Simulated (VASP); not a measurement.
Given:

```yaml
crystal:
  lattice:
    - [10.93707, 0.00000, 0.00000]
    - [0.00000, 10.93707, 0.00000]
    - [0.00000, 0.00000, 10.93707]
  atoms:
    - { symbol: Si, position: [0.50000, 0.00000, 0.00000] }
    - { symbol: Si, position: [0.62500, 0.12500, 0.12500] }
    - { symbol: Si, position: [0.75000, 0.25000, 0.00000] }
    - { symbol: Si, position: [0.87500, 0.37500, 0.12500] }
    - { symbol: Si, position: [0.75000, 0.00000, 0.25000] }
    - { symbol: Si, position: [0.87500, 0.12500, 0.37500] }
    - { symbol: Si, position: [0.00000, 0.00000, 0.00000] }
    - { symbol: Si, position: [0.12500, 0.12500, 0.12500] }
    - { symbol: Si, position: [0.25000, 0.25000, 0.00000] }
    - { symbol: Si, position: [0.37500, 0.37500, 0.12500] }
    - { symbol: Si, position: [0.50000, 0.50000, 0.00000] }
    - { symbol: Si, position: [0.62500, 0.62500, 0.12500] }
    - { symbol: Si, position: [0.75000, 0.75000, 0.00000] }
    - { symbol: Si, position: [0.87500, 0.87500, 0.12500] }
    - { symbol: Si, position: [0.25000, 0.00000, 0.25000] }
    - { symbol: Si, position: [0.37500, 0.12500, 0.37500] }
    - { symbol: Si, position: [0.50000, 0.25000, 0.25000] }
    - { symbol: Si, position: [0.62500, 0.37500, 0.37500] }
    - { symbol: Si, position: [0.75000, 0.50000, 0.25000] }
    - { symbol: Si, position: [0.87500, 0.62500, 0.37500] }
    - { symbol: Si, position: [0.50000, 0.00000, 0.50000] }
    - { symbol: Si, position: [0.62500, 0.12500, 0.62500] }
    - { symbol: Si, position: [0.75000, 0.25000, 0.50000] }
    - { symbol: Si, position: [0.87500, 0.37500, 0.62500] }
    - { symbol: Si, position: [0.75000, 0.00000, 0.75000] }
    - { symbol: Si, position: [0.87500, 0.12500, 0.87500] }
    - { symbol: Si, position: [0.00000, 0.50000, 0.00000] }
    - { symbol: Si, position: [0.12500, 0.62500, 0.12500] }
    - { symbol: Si, position: [0.25000, 0.75000, 0.00000] }
    - { symbol: Si, position: [0.37500, 0.87500, 0.12500] }
    - { symbol: Si, position: [0.00000, 0.25000, 0.25000] }
    - { symbol: Si, position: [0.12500, 0.37500, 0.37500] }
    - { symbol: Si, position: [0.25000, 0.50000, 0.25000] }
    - { symbol: Si, position: [0.37500, 0.62500, 0.37500] }
    - { symbol: Si, position: [0.50000, 0.75000, 0.25000] }
    - { symbol: Si, position: [0.62500, 0.87500, 0.37500] }
    - { symbol: Si, position: [0.00000, 0.00000, 0.50000] }
    - { symbol: Si, position: [0.12500, 0.12500, 0.62500] }
    - { symbol: Si, position: [0.25000, 0.25000, 0.50000] }
    - { symbol: Si, position: [0.37500, 0.37500, 0.62500] }
    - { symbol: Si, position: [0.50000, 0.50000, 0.50000] }
    - { symbol: Si, position: [0.62500, 0.62500, 0.62500] }
    - { symbol: Si, position: [0.75000, 0.75000, 0.50000] }
    - { symbol: Si, position: [0.87500, 0.87500, 0.62500] }
    - { symbol: Si, position: [0.25000, 0.00000, 0.75000] }
    - { symbol: Si, position: [0.37500, 0.12500, 0.87500] }
    - { symbol: Si, position: [0.50000, 0.25000, 0.75000] }
    - { symbol: Si, position: [0.62500, 0.37500, 0.87500] }
    - { symbol: Si, position: [0.75000, 0.50000, 0.75000] }
    - { symbol: Si, position: [0.87500, 0.62500, 0.87500] }
    - { symbol: Si, position: [0.00000, 0.75000, 0.25000] }
    - { symbol: Si, position: [0.12500, 0.87500, 0.37500] }
    - { symbol: Si, position: [0.00000, 0.50000, 0.50000] }
    - { symbol: Si, position: [0.12500, 0.62500, 0.62500] }
    - { symbol: Si, position: [0.25000, 0.75000, 0.50000] }
    - { symbol: Si, position: [0.37500, 0.87500, 0.62500] }
    - { symbol: Si, position: [0.00000, 0.25000, 0.75000] }
    - { symbol: Si, position: [0.12500, 0.37500, 0.87500] }
    - { symbol: Si, position: [0.25000, 0.50000, 0.75000] }
    - { symbol: Si, position: [0.37500, 0.62500, 0.87500] }
    - { symbol: Si, position: [0.50000, 0.75000, 0.75000] }
    - { symbol: Si, position: [0.62500, 0.87500, 0.87500] }
    - { symbol: Si, position: [0.00000, 0.75000, 0.75000] }
    - { symbol: Si, position: [0.12500, 0.87500, 0.87500] }
```

The numbers are results of HSE06 screened hybrid, VASP's PBE PAW potentials (set 64) (plane waves; VASP 6.6.1), not measurements. Settings: PREC = Normal, LREAL = Auto, EDIFF = 1E-5, 400 eV cut-off, 1×1×1 Γ-centred mesh, Gaussian smearing of 0.050 eV, potentials Si.

The supercell is sampled at Γ alone, which is coarse: total energies, pressure and levels can be off, energies of defects by several tenths of an eV.

What does the run give for the energy per atom (σ→0)?

```yaml
energy per atom (σ→0): -6.203 eV/atom
```

Total energies compare only between runs with the same potentials, cut-off and functional.

The cell is a supercell, built from Si (diamond). The cell's shape comes from a PBE relaxation.
